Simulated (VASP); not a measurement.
Method: PBE GGA, VASP's PBE PAW potentials (set 64) (plane waves; VASP).

A VASP calculation is set up with these files.

File KPOINTS:
```
Regular mesh
0
gamma
7 7 7
0 0 0
```

### POSCAR
```
PbTe
1
    0.0000000000     3.2501236647     3.2501236647
    3.2501236647     0.0000000000     3.2501236647
    3.2501236647     3.2501236647     0.0000000000
Te Pb
1 1
Direct
  0.5000000000   0.5000000000   0.5000000000
  0.0000000000   0.0000000000   0.0000000000
```

**INCAR**
```
# general
SYSTEM  = PbTe
PREC    = Accurate
ENCUT   = 520   # plane-wave cut-off (eV)
LREAL   = .FALSE.
LASPH   = .TRUE.   # aspherical one-centre terms

# electronic loop
EDIFF   = 1E-7   # SCF stop (eV)
NELM    = 100   # most electronic steps
ALGO    = Normal
LMAXMIX = 4   # l cut-off of mixed one-centre charges

# smearing
ISMEAR  = 0   # Gaussian
SIGMA   = 0.05   # width (eV)

# functional
GGA     = PE

# ions
ISIF    = 2   # forces and stress, cell fixed

# output
LWAVE   = .FALSE.
LCHARG  = .FALSE.
```

POTCAR, in this order: Te Pb_d (PBE.64 set). Program: vasp_std.

Output of the run:

File OSZICAR:
```
       N       E                     dE             d eps       ncg     rms          rms(c)
DAV:   1     0.146883969569E+03    0.14688E+03   -0.92675E+03   560   0.136E+03
DAV:   2     0.335754835348E+01   -0.14353E+03   -0.14141E+03   572   0.333E+02
DAV:   3    -0.737157523988E+01   -0.10729E+02   -0.10690E+02   758   0.957E+01
DAV:   4    -0.763576317863E+01   -0.26419E+00   -0.26404E+00   642   0.183E+01
DAV:   5    -0.764380429805E+01   -0.80411E-02   -0.80410E-02   774   0.276E+00    0.321E+00
DAV:   6    -0.751676781905E+01    0.12704E+00   -0.30848E-01   766   0.439E+00    0.200E+00
DAV:   7    -0.751345074746E+01    0.33171E-02   -0.89335E-02   660   0.168E+00    0.912E-01
DAV:   8    -0.751541747326E+01   -0.19667E-02   -0.10225E-02   620   0.120E+00    0.151E-01
DAV:   9    -0.751533028956E+01    0.87184E-04   -0.13371E-03   812   0.439E-01    0.628E-02
DAV:  10    -0.751537005110E+01   -0.39762E-04   -0.15809E-04   590   0.109E-01    0.205E-02
DAV:  11    -0.751537697849E+01   -0.69274E-05   -0.44006E-05   692   0.617E-02    0.158E-02
DAV:  12    -0.751537681543E+01    0.16306E-06   -0.24904E-06   686   0.126E-02    0.115E-02
DAV:  13    -0.751537620177E+01    0.61367E-06   -0.81296E-07   680   0.794E-03    0.295E-03
DAV:  14    -0.751537621179E+01   -0.10028E-07   -0.57412E-07   648   0.699E-03
   1 F= -.75153762E+01 E0= -.75153762E+01  d E =-.785989E-13
```

File OUTCAR:
```
------------------------ aborting loop because EDIFF is reached ----------------------------------------
  FORCE on cell =-STRESS in cart. coord.  units (eV):
  Direction    XX          YY          ZZ          XY          YZ          ZX
  --------------------------------------------------------------------------------------
  Total        0.5401584      0.5401584      0.5401584     -0.0000000      0.0000000      0.0000000
  in kB       12.6038159     12.6038159     12.6038159     -0.0000000      0.0000000      0.0000000
  external PRESSURE =      12.6038159 kB  Pullay stress =       0.0000000 kB
  volume of cell :       68.66
      direct lattice vectors                 reciprocal lattice vectors
     0.000000000  3.250123665  3.250123665    -0.153840300  0.153840300  0.153840300
     3.250123665  0.000000000  3.250123665     0.153840300 -0.153840300  0.153840300
     3.250123665  3.250123665  0.000000000     0.153840300  0.153840300 -0.153840300
  FREE ENERGIE OF THE ION-ELECTRON SYSTEM (eV)
  ---------------------------------------------------
  free  energy   TOTEN  =        -7.5153762118 eV

  energy  without entropy=       -7.5153762118  energy(sigma->0) =       -7.51537621
```
(Selected blocks of OUTCAR.)

The compound is PbTe in the rock salt structure. This cell is one point of a volume scan, at 0.97 of the reference volume.
